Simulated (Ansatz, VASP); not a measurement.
# Ge (Germanium): VASP beside Ansatz, part 2 of 4

Wanted: the spread between two codes on one cell, functional and k mesh. The cell is taken from a series of runs on this material, whose earlier steps may have relaxed, scaled, displaced or heated it; both programs get it as it stands.

VASP 6.6.1 and Ansatz 0.2.0.

So far: The starting structure; VASP: single point, r2SCAN, spin-orbit coupling, pair 1.

## (3) Ansatz: single point, r2SCAN, spin-orbit coupling, pair 1

Level of this step: Ansatz beside VASP: Kohn-Sham DFT, plane waves, r2SCAN, spin-orbit coupling (Ansatz).

Ansatz runs on its PAW fully relativistic soft_1 files.

The same cell, functional, mesh and smearing now go to Ansatz, which takes its cutoff from its data sets.

Input file input.yaml:

```yaml
crystal:
  lattice:
    - [0.0, 2.7173632714, 2.7173632714]
    - [2.7173632714, 0.0, 2.7173632714]
    - [2.7173632714, 2.7173632714, 0.0]
  atoms:
    - { symbol: Ge, position: [0.5, 0.5, 0.5] }
    - { symbol: Ge, position: [0.75, 0.75, 0.75] }
kpoints:
  mp_grid: { grid: [8, 8, 8] }
hamiltonian:
  xc: r2scan
  pseudopotentials: { kind: paw_fr, azcp: { folder: soft_1 } }
scf:
  occupations: { method: gaussian, width: 0.01 }
  n_extra_bands: 16
output:
  eigenvalues: true
  eigenstates:
    kpoints:
      - [0.0, 0.0, 0.0]
      - [0.0, 0.003459854, 0.003459854]
      - [0.003459854, 0.0, 0.003459854]
      - [0.003459854, 0.003459854, 0.0]
      - [0.002446486, 0.002446486, 0.004892973]
      - [-0.002446486, 0.002446486, 0.0]
      - [0.002446486, 0.004892973, 0.002446486]
      - [-0.002446486, 0.0, 0.002446486]
      - [0.004892973, 0.002446486, 0.002446486]
      - [0.0, -0.002446486, 0.002446486]
      - [0.003995096, 0.003995096, 0.003995096]
      - [0.0, 0.0, 0.003995096]
      - [0.0, 0.003995096, 0.0]
      - [0.003995096, 0.0, 0.0]
      - [0.0, -0.003459854, -0.003459854]
      - [-0.003459854, 0.0, -0.003459854]
      - [-0.003459854, -0.003459854, 0.0]
      - [-0.002446486, -0.002446486, -0.004892973]
      - [0.002446486, -0.002446486, 0.0]
      - [-0.002446486, -0.004892973, -0.002446486]
      - [0.002446486, 0.0, -0.002446486]
      - [-0.004892973, -0.002446486, -0.002446486]
      - [0.0, 0.002446486, -0.002446486]
      - [-0.003995096, -0.003995096, -0.003995096]
      - [0.0, 0.0, -0.003995096]
      - [0.0, -0.003995096, 0.0]
      - [-0.003995096, 0.0, 0.0]
      - [0.0, 0.012974454, 0.012974454]
      - [0.012974454, 0.0, 0.012974454]
      - [0.012974454, 0.012974454, 0.0]
      - [0.009174324, 0.009174324, 0.018348649]
      - [-0.009174324, 0.009174324, 0.0]
      - [0.009174324, 0.018348649, 0.009174324]
      - [-0.009174324, 0.0, 0.009174324]
      - [0.018348649, 0.009174324, 0.009174324]
      - [0.0, -0.009174324, 0.009174324]
      - [0.014981609, 0.014981609, 0.014981609]
      - [0.0, 0.0, 0.014981609]
      - [0.0, 0.014981609, 0.0]
      - [0.014981609, 0.0, 0.0]
      - [0.0, -0.012974454, -0.012974454]
      - [-0.012974454, 0.0, -0.012974454]
      - [-0.012974454, -0.012974454, 0.0]
      - [-0.009174324, -0.009174324, -0.018348649]
      - [0.009174324, -0.009174324, 0.0]
      - [-0.009174324, -0.018348649, -0.009174324]
      - [0.009174324, 0.0, -0.009174324]
      - [-0.018348649, -0.009174324, -0.009174324]
      - [0.0, 0.009174324, -0.009174324]
      - [-0.014981609, -0.014981609, -0.014981609]
      - [0.0, 0.0, -0.014981609]
      - [0.0, -0.014981609, 0.0]
      - [-0.014981609, 0.0, 0.0]
      - [0.0, 0.5, 0.0]
      - [0.0, 0.503459854, 0.003459854]
      - [0.003459854, 0.5, 0.003459854]
      - [0.003459854, 0.503459854, 0.0]
      - [0.002446486, 0.502446486, 0.004892973]
      - [-0.002446486, 0.502446486, 0.0]
      - [0.002446486, 0.504892973, 0.002446486]
      - [-0.002446486, 0.5, 0.002446486]
      - [0.004892973, 0.502446486, 0.002446486]
      - [0.0, 0.497553514, 0.002446486]
      - [0.003995096, 0.503995096, 0.003995096]
      - [0.0, 0.5, 0.003995096]
      - [0.0, 0.503995096, 0.0]
      - [0.003995096, 0.5, 0.0]
      - [0.0, 0.496540146, -0.003459854]
      - [-0.003459854, 0.5, -0.003459854]
      - [-0.003459854, 0.496540146, 0.0]
      - [-0.002446486, 0.497553514, -0.004892973]
      - [0.002446486, 0.497553514, 0.0]
      - [-0.002446486, 0.495107027, -0.002446486]
      - [0.002446486, 0.5, -0.002446486]
      - [-0.004892973, 0.497553514, -0.002446486]
      - [0.0, 0.502446486, -0.002446486]
      - [-0.003995096, 0.496004904, -0.003995096]
      - [0.0, 0.5, -0.003995096]
      - [0.0, 0.496004904, 0.0]
      - [-0.003995096, 0.5, 0.0]
      - [0.0, 0.512974454, 0.012974454]
      - [0.012974454, 0.5, 0.012974454]
      - [0.012974454, 0.512974454, 0.0]
      - [0.009174324, 0.509174324, 0.018348649]
      - [-0.009174324, 0.509174324, 0.0]
      - [0.009174324, 0.518348649, 0.009174324]
      - [-0.009174324, 0.5, 0.009174324]
      - [0.018348649, 0.509174324, 0.009174324]
      - [0.0, 0.490825676, 0.009174324]
      - [0.014981609, 0.514981609, 0.014981609]
      - [0.0, 0.5, 0.014981609]
      - [0.0, 0.514981609, 0.0]
      - [0.014981609, 0.5, 0.0]
      - [0.0, 0.487025546, -0.012974454]
      - [-0.012974454, 0.5, -0.012974454]
      - [-0.012974454, 0.487025546, 0.0]
      - [-0.009174324, 0.490825676, -0.018348649]
      - [0.009174324, 0.490825676, 0.0]
      - [-0.009174324, 0.481651351, -0.009174324]
      - [0.009174324, 0.5, -0.009174324]
      - [-0.018348649, 0.490825676, -0.009174324]
      - [0.0, 0.509174324, -0.009174324]
      - [-0.014981609, 0.485018391, -0.014981609]
      - [0.0, 0.5, -0.014981609]
      - [0.0, 0.485018391, 0.0]
      - [-0.014981609, 0.5, 0.0]
      - [0.0, 0.405132395, 0.405132395]
      - [0.0, 0.40859225, 0.40859225]
      - [0.003459854, 0.405132395, 0.40859225]
      - [0.003459854, 0.40859225, 0.405132395]
      - [0.002446486, 0.407578882, 0.410025368]
      - [-0.002446486, 0.407578882, 0.405132395]
      - [0.002446486, 0.410025368, 0.407578882]
      - [-0.002446486, 0.405132395, 0.407578882]
      - [0.004892973, 0.407578882, 0.407578882]
      - [0.0, 0.402685909, 0.407578882]
      - [0.003995096, 0.409127491, 0.409127491]
      - [0.0, 0.405132395, 0.409127491]
      - [0.0, 0.409127491, 0.405132395]
      - [0.003995096, 0.405132395, 0.405132395]
      - [0.0, 0.401672541, 0.401672541]
      - [-0.003459854, 0.405132395, 0.401672541]
      - [-0.003459854, 0.401672541, 0.405132395]
      - [-0.002446486, 0.402685909, 0.400239422]
      - [0.002446486, 0.402685909, 0.405132395]
      - [-0.002446486, 0.400239422, 0.402685909]
      - [0.002446486, 0.405132395, 0.402685909]
      - [-0.004892973, 0.402685909, 0.402685909]
      - [0.0, 0.407578882, 0.402685909]
      - [-0.003995096, 0.4011373, 0.4011373]
      - [0.0, 0.405132395, 0.4011373]
      - [0.0, 0.4011373, 0.405132395]
      - [-0.003995096, 0.405132395, 0.405132395]
      - [0.0, 0.418106849, 0.418106849]
      - [0.012974454, 0.405132395, 0.418106849]
      - [0.012974454, 0.418106849, 0.405132395]
      - [0.009174324, 0.41430672, 0.423481044]
      - [-0.009174324, 0.41430672, 0.405132395]
      - [0.009174324, 0.423481044, 0.41430672]
      - [-0.009174324, 0.405132395, 0.41430672]
      - [0.018348649, 0.41430672, 0.41430672]
      - [0.0, 0.395958071, 0.41430672]
      - [0.014981609, 0.420114004, 0.420114004]
      - [0.0, 0.405132395, 0.420114004]
      - [0.0, 0.420114004, 0.405132395]
      - [0.014981609, 0.405132395, 0.405132395]
      - [0.0, 0.392157942, 0.392157942]
      - [-0.012974454, 0.405132395, 0.392157942]
      - [-0.012974454, 0.392157942, 0.405132395]
      - [-0.009174324, 0.395958071, 0.386783747]
      - [0.009174324, 0.395958071, 0.405132395]
      - [-0.009174324, 0.386783747, 0.395958071]
      - [0.009174324, 0.405132395, 0.395958071]
      - [-0.018348649, 0.395958071, 0.395958071]
      - [0.0, 0.41430672, 0.395958071]
      - [-0.014981609, 0.390150787, 0.390150787]
      - [0.0, 0.405132395, 0.390150787]
      - [0.0, 0.390150787, 0.405132395]
      - [-0.014981609, 0.405132395, 0.405132395]
      - [0.0, 0.0, 0.0]
      - [0.0, 0.003459854, 0.003459854]
      - [0.003459854, 0.0, 0.003459854]
      - [0.003459854, 0.003459854, 0.0]
      - [0.002446486, 0.002446486, 0.004892973]
      - [-0.002446486, 0.002446486, 0.0]
      - [0.002446486, 0.004892973, 0.002446486]
      - [-0.002446486, 0.0, 0.002446486]
      - [0.004892973, 0.002446486, 0.002446486]
      - [0.0, -0.002446486, 0.002446486]
      - [0.003995096, 0.003995096, 0.003995096]
      - [0.0, 0.0, 0.003995096]
      - [0.0, 0.003995096, 0.0]
      - [0.003995096, 0.0, 0.0]
      - [0.0, -0.003459854, -0.003459854]
      - [-0.003459854, 0.0, -0.003459854]
      - [-0.003459854, -0.003459854, 0.0]
      - [-0.002446486, -0.002446486, -0.004892973]
      - [0.002446486, -0.002446486, 0.0]
      - [-0.002446486, -0.004892973, -0.002446486]
      - [0.002446486, 0.0, -0.002446486]
      - [-0.004892973, -0.002446486, -0.002446486]
      - [0.0, 0.002446486, -0.002446486]
      - [-0.003995096, -0.003995096, -0.003995096]
      - [0.0, 0.0, -0.003995096]
      - [0.0, -0.003995096, 0.0]
      - [-0.003995096, 0.0, 0.0]
      - [0.0, 0.012974454, 0.012974454]
      - [0.012974454, 0.0, 0.012974454]
      - [0.012974454, 0.012974454, 0.0]
      - [0.009174324, 0.009174324, 0.018348649]
      - [-0.009174324, 0.009174324, 0.0]
      - [0.009174324, 0.018348649, 0.009174324]
      - [-0.009174324, 0.0, 0.009174324]
      - [0.018348649, 0.009174324, 0.009174324]
      - [0.0, -0.009174324, 0.009174324]
      - [0.014981609, 0.014981609, 0.014981609]
      - [0.0, 0.0, 0.014981609]
      - [0.0, 0.014981609, 0.0]
      - [0.014981609, 0.0, 0.0]
      - [0.0, -0.012974454, -0.012974454]
      - [-0.012974454, 0.0, -0.012974454]
      - [-0.012974454, -0.012974454, 0.0]
      - [-0.009174324, -0.009174324, -0.018348649]
      - [0.009174324, -0.009174324, 0.0]
      - [-0.009174324, -0.018348649, -0.009174324]
      - [0.009174324, 0.0, -0.009174324]
      - [-0.018348649, -0.009174324, -0.009174324]
      - [0.0, 0.009174324, -0.009174324]
      - [-0.014981609, -0.014981609, -0.014981609]
      - [0.0, 0.0, -0.014981609]
      - [0.0, -0.014981609, 0.0]
      - [-0.014981609, 0.0, 0.0]
magnetization:
  noncollinear: true
  spin_orbit: true
checkpoint:
  read: start.run
  write: ck
  compress: false
  write_wavefunctions: false
  write_every: 100000
```

Run with:

```bash
> ansatz run input.yaml --threads 4 --pin off --max-ram 9216MiB --backend cpu --events-out ev --progress --plain --runs-dir out
```

Numbers of over 12 decimals in the logs are rounded to 6 here.

Log:

```text
scf.n_extra_bands = 16 over 28 filled bands (N_el = 28.0): the run solves 44 bands
Engine: ansatz 0.2.0, x86_64-unknown-linux-gnu
Pseudopotentials: kind: paw_fr
Pseudopotential: Ge, paw, valence charge 14, recommended cutoff 500 eV (meta_gga), soft_1/Ge.paw.azcp
Functional definition: r2SCAN
  parameter k0 = 0.174
  parameter k1 = 0.065
  parameter a1 = 4.9479
  exchange = r2scan_x(k0 = k0, k1 = k1, a1 = a1)
  correlation = r2scan_c
non-collinear run that drives no moment, with spin-orbit: no starting moment large enough to seed its density (crystal.atoms[].spin), no starting occupations that ask for one, no magnetisation constraint and no magnetic field, so the semilocal B_xc is pinned to zero
Crystal: 2 atoms, lattice volume = 40.130 Å³
Basis set: ecut = 500 eV, 965 PW (Γ), exchange–correlation on 120×120×120 points (64 copies of the dense FFT grid, shifted against one another)
Bands: 44, of which v1, the nominal top of the filled ones, is band 28 counted from 1 (27 counted from 0)
Symmetry: 48 space group operations + 48 with time reversal
Magnetic group: BNS 227.129 (UNI 1631), of the structure as read, at distance tolerance 3.4e-5 Å
k-points: 29 of 512
Projection manifold: j_resolved (fully-relativistic pseudo-atomic orbitals)
Non-local potential: Ge, projectors of the file, resolved by j, l = 0: 2, l = 1: 4, l = 2: 6, l = 3: 2
PAW form: soft (Blöchl's): semilocal exchange-correlation on the pseudo side does not see the compensation charge
PAW frozen core: Ge, regenerated for the run's functional (the file was generated under x = pbe(κ = 0.804, μ = 0.219515), c = pbe(β = 0.066725))
PAW one-centre angular grid: Ge, 590 points (default); XC on 261 of its mesh's 2687 points in the sphere
Initial density: read from a saved state, or passed on in memory by an earlier SCF of this step, an earlier step, the calling program or the single point that the run made first
Stability of the state it starts from, as read at its close in the noncollinear treatment: not read negative (Ritz values of 1 − χ₀K, real part plus size of imaginary part, from 0.89 to 1.1, by its mixing steps under the symmetry group of the SCF that read it)
Initial wavefunctions: pseudopotential atomic-orbital guess
Functional: x = r2scan, c = r2scan; τ floored in thin density (d = 2e-4 eV/Å³)
iter 1 solved again at ethr=5.88e-7 eV; its pass at ethr=3.10e-3 eV (dr2=1.65e-4 eV) is discarded
SCF iter   1: F=—  HF=-8600.168372 eV  |F-HF|=—  |Δ(HF+E_count)|=         —  Δρ=5.11e-6  dr2=3.16e-9  dr2_τ=3.06e-11  dr2_m=0.00e0 (ungated)  ethr=5.88e-7  |M|=0.00e0 ∫|m|=0.00e0 μB  |m|>n=0.0e0 m-floor=0.0e0 τ_xc=0.0e0  β_m=0.30  ⟨swp⟩=4.9  Hψ=5027  notcnv=0  defer=4
eigensolver tolerance schedule: the retry pair's looser diagonalisation over-reported the residual by 52159.45 of it (diagonalisation noise at an unbounded share of the residual, at the tolerance the schedule requests for it); recorded, not acted on — ethr = c·dr2/N_el stays at c = 1.0e-1
preconditioner: auto → none  [insulator: Δε(μ)=0.519 eV  Ē_g=28.486 eV  σ=0.010 eV  W_gap=1.00  n_scr=14 (ndim 8)  ℏωp=31.0 eV  f_vac=0.045  D(μ)=0.00/eV (n_scr^D=0)  ε∞_Penn≈2.2]
SCF iter   2: F=—  HF=-8600.168374 eV  |F-HF|=—  |Δ(HF+E_count)|=   1.87e-6  Δρ=3.40e-6  dr2=1.35e-9  dr2_τ=1.64e-11  dr2_m=0.00e0 (ungated)  ethr=1.13e-11  |M|=0.00e0 ∫|m|=0.00e0 μB  |m|>n=0.0e0 m-floor=0.0e0 τ_xc=0.0e0  β_m=0.53  ⟨swp⟩=5.7  Hψ=2416  notcnv=0
SCF iter   3: F=-8600.168374 eV  HF=-8600.168374 eV  |F-HF|=2.73e-10  |Δ(HF+E_count)|=   3.75e-9  Δρ=9.64e-7  dr2=1.29e-10  dr2_τ=2.77e-12  dr2_m=0.00e0 (ungated)  ethr=4.82e-12  |M|=0.00e0 ∫|m|=0.00e0 μB  |m|>n=0.0e0 m-floor=0.0e0 τ_xc=0.0e0  ⟨swp⟩=1.0  Hψ=1512  notcnv=0
SCF 1 converged in 3 iterations: F = -8600.168374 eV  dr2 = 1.29e-10
  greatest PAW one-centre occupation: 0.997 electrons in one spin orbital (limit 2), on the Ge atom at site 0 (counted from 0), in its partial waves of l = 2
NSCF: frozen V_eff on 212 k-points
SCF converged after 3 iterations
Magnetization: |M| = 0.0000 μB,  M = (+0.0000, +0.0000, +0.0000) μB
Absolute magnetization: 0.0000 μB (∫|m|)
  site 0: m = (+0.0000, +0.0000, +0.0000) μB, |m| = 0.0000 μB  (R = 0.97 Å)
  site 1: m = (+0.0000, +0.0000, +0.0000) μB, |m| = 0.0000 μB  (R = 0.97 Å)
Free energy (F): -8600.168374 eV
Harris-Foulkes:  -8600.168374 eV  (|F-HF|=2.73e-10)
Internal energy: -8600.168374 eV  (E = F + TS)
E sigma→0 (E₀):  -8600.168374 eV
Fermi energy:    10.425987 eV
--- Per-component energies (eV) ---
  E_band       = -277.878285
  E_kinetic    = 189.019055
  E_local      = -4326.371984  (includes V_loc(G=0)·N_el)
  E_nonlocal   = 438.528792
  E_hartree    = 2080.415445
  E_xc         = -133.764735
  E_vxc        = -139.405513  (∫ρ·V_xc dr)
  E_paw        = -4048.414539  (= ΣΔE_a)
  E_vpaw       = -607.686843  (= ΣTr[D̂ρ^β])
  E_aug_tail   = -0.000008  (compensation charges beyond the density's cutoff)
  E_vtau       = 7.207107  (kinetic-family band-sum trace: ∫τ·v_τ [+ j·A + Jᵃ·Aᵃ] dr)
  E_ewald      = -2797.440565
  E_core_change = -2.139835  (= ΣΔE_core)
  E_smearing   = -0.000000  (= −TS)
  E_closure    = 0.000000  (closes the sum)
  Σ components = -8600.168374   (vs F -8600.168374, Δ=0.00e0)
--- Band table (eV; the first three rows and the last of 29) ---
  k-point 0: bands = [... 24 lower, 10.1668, 10.1668, 10.1668, 10.1668, 11.7338, 11.7338, 12.6778, 12.6778, ... 12 higher]
  k-point 1: bands = [... 24 lower, 9.5502, 9.5502, 9.7482, 9.7482, 12.0098, 12.0098, 13.2947, 13.2947, ... 12 higher]
  k-point 2: bands = [... 24 lower, 8.8914, 8.8914, 9.0876, 9.0876, 11.4890, 11.4890, 14.0128, 14.0128, ... 12 higher]
  k-point 28: bands = [... 24 lower, 5.3348, 5.3348, 5.4134, 5.4134, 15.1417, 15.1417, 15.2086, 15.2086, ... 12 higher]
```

## (4) Differences

Known differences besides the potentials themselves: spin-orbit coupling enters by fully relativistic files in Ansatz and inside the spheres in VASP; VASP keeps PBE cores, Ansatz makes them for the functional; the cutoff is 500 eV in Ansatz and 450 eV in VASP. Total energies have different zeros and are not compared.

Both answers:

```tsv
quantity	Ansatz	VASP	difference
gap on the k mesh (eV)	0.519	0.505	+0.014
```

A gap on the mesh is an upper bound, since the band edges may lie between its points.

(Part 2 of 4 ends here.)

[Lines on the potential files, build, host, timing and source positions are cut from VASP's logs without a mark.]

[Logs are printed without paths, hosts, clocks, repeated set-up lines and the standing remarks that a program may print on its own settings, such as how far it seeks lower states.]

[Hosts, paths, dates, database ids (printed as entryN), source tags and the programs' standing remarks are cut or masked in the printed files.]
